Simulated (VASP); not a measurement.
Level of theory: PBE GGA, VASP's PBE PAW potentials (set 64) (plane waves; VASP).

VASP input:

**POSCAR**
```
Sc
3.3121250
  0.5078247349  -0.8614602408   0.0000000000
  0.5078247349   0.8614602408   0.0000000000
  0.0000000000   0.0000000000   1.5483956674
Sc
2
Cart
  0.5078247349   0.2871539879   0.3870989169
  0.5315817916  -0.2871539879   1.1612967506
```

INCAR:
```
SYSTEM = Sc
PREC = Accurate
ENCUT = 400
EDIFF = 1E-4
NELM = 100
ALGO = Normal
LREAL = .FALSE.
LASPH = .TRUE.
ISMEAR = 1
SIGMA = 0.1
GGA = PE
LMAXMIX = 4
LWAVE = .FALSE.
LCHARG = .FALSE.
ISIF = 2
```

KPOINTS:
```
Automatic mesh
0
Gamma
11 11 7
0 0 0
```

POTCAR, in this order: Sc_sv (PBE.64 set). Program: vasp_std.

Output

### OSZICAR
```
       N       E                     dE             d eps       ncg     rms          rms(c)
DAV:   1     0.347949745287E+03    0.34795E+03   -0.99775E+03  7392   0.128E+03
DAV:   2     0.623750469477E+01   -0.34171E+03   -0.33688E+03 10085   0.656E+02
DAV:   3    -0.135504779036E+02   -0.19788E+02   -0.19247E+02 12096   0.170E+02
DAV:   4    -0.138683000361E+02   -0.31782E+00   -0.31289E+00 11132   0.209E+01
DAV:   5    -0.138740393124E+02   -0.57393E-02   -0.57346E-02 12320   0.259E+00    0.761E+00
DAV:   6    -0.126561298119E+02    0.12179E+01   -0.28699E+00  9168   0.219E+01    0.227E+00
DAV:   7    -0.125007107408E+02    0.15542E+00   -0.69733E-01  9483   0.985E+00    0.870E-01
DAV:   8    -0.124905083879E+02    0.10202E-01   -0.27961E-02 10352   0.248E+00    0.236E-01
DAV:   9    -0.124891277124E+02    0.13807E-02   -0.75958E-03  9611   0.106E+00    0.219E-02
DAV:  10    -0.124891397334E+02   -0.12021E-04   -0.81310E-05  6523   0.163E-01
   1 F= -.12489140E+02 E0= -.12489026E+02  d E =-.340907E-03
```

File OUTCAR:
```
------------------------ aborting loop because EDIFF is reached ----------------------------------------
  FORCE on cell =-STRESS in cart. coord.  units (eV):
  Direction    XX          YY          ZZ          XY          YZ          ZX
  --------------------------------------------------------------------------------------
  Total       -0.3542466      0.1181785      0.1507595     -0.1373896      0.0000000      0.0000000
  in kB      -11.5301518      3.8465181      4.9069772     -4.4718080      0.0000000      0.0000000
  external PRESSURE =      -0.9255522 kB  Pullay stress =       0.0000000 kB
  volume of cell :       49.22
      direct lattice vectors                 reciprocal lattice vectors
     1.681979000 -2.853264000  0.000000000     0.297268872 -0.175237903  0.000000000
     1.681979000  2.853264000  0.000000000     0.297268872  0.175237903  0.000000000
     0.000000000  0.000000000  5.128480000     0.000000000  0.000000000  0.194989549
 POSITION                                       TOTAL-FORCE (eV/Angst)
 -----------------------------------------------------------------------------------
      1.68198      0.95109      1.28212         0.113251      0.030076     -0.000000
      1.76067     -0.95109      3.84636        -0.113251     -0.030076      0.000000
 -----------------------------------------------------------------------------------
    total drift:                                0.000012     -0.000000      0.000000
  FREE ENERGIE OF THE ION-ELECTRON SYSTEM (eV)
  ---------------------------------------------------
  free  energy   TOTEN  =       -12.4891397334 eV

  energy  without entropy=      -12.4887988268  energy(sigma->0) =      -12.48902610
```
(Selected blocks of OUTCAR.)

**OUTCAR**
```
 val. band max:        3.6882303523   @ k =  -0.2727   0.0909   0.2857

 cond. band min:       3.6900915374   @ k =   0.0909  -0.2727  -0.2857


 Fermi energy:         3.6894628612

 k-point     1 :       0.0000    0.0000    0.0000
  band No.  band energies     occupation
      1     -45.7276      2.00000
      2     -45.6532      2.00000
      3     -24.5628      2.00000
      4     -24.2322      2.00000
      5     -24.2179      2.00000
      6     -24.1605      2.00000
      7     -24.1488      2.00000
      8     -24.1137      2.00000
      9      -1.4421      2.00000
     10       2.0697      2.00000
     11       4.3859     -0.00000
     12       5.1580     -0.00000
     13       5.3757     -0.00000
     14       5.5107     -0.00000
     15       5.7060      0.00000

 k-point     2 :       0.0909   -0.0000    0.0000
  band No.  band energies     occupation
      1     -45.7239      2.00000
      2     -45.6522      2.00000
      3     -24.5516      2.00000
      4     -24.2512      2.00000
      5     -24.2251      2.00000
      6     -24.1737      2.00000
      7     -24.1582      2.00000
      8     -24.1197      2.00000
      9      -1.2656      2.00000
     10       2.2146      2.00000
     11       4.2279     -0.00000
     12       4.9077     -0.00000
     13       5.4726     -0.00000
     14       5.5330     -0.00000
     15       5.7240      0.00000

 k-point     3 :      -0.0000    0.0909    0.0000
  band No.  band energies     occupation
      1     -45.7241      2.00000
      2     -45.6520      2.00000
      3     -24.5527      2.00000
      4     -24.2429      2.00000
      5     -24.2333      2.00000
      6     -24.1805      2.00000
      7     -24.1514      2.00000
      8     -24.1185      2.00000
      9      -1.2661      2.00000
     10       2.2103      2.00000
     11       4.2114     -0.00000
     12       4.9381     -0.00000
     13       5.4308     -0.00000
     14       5.5370     -0.00000
     15       5.7736      0.00000
...
```

The compound is Sc in the hcp structure. The cell was not relaxed at this level, atoms are displaced from their ideal sites. The run is one of a series of settings (EDIFF = 1E-4 against the base run), some of them coarse on purpose.
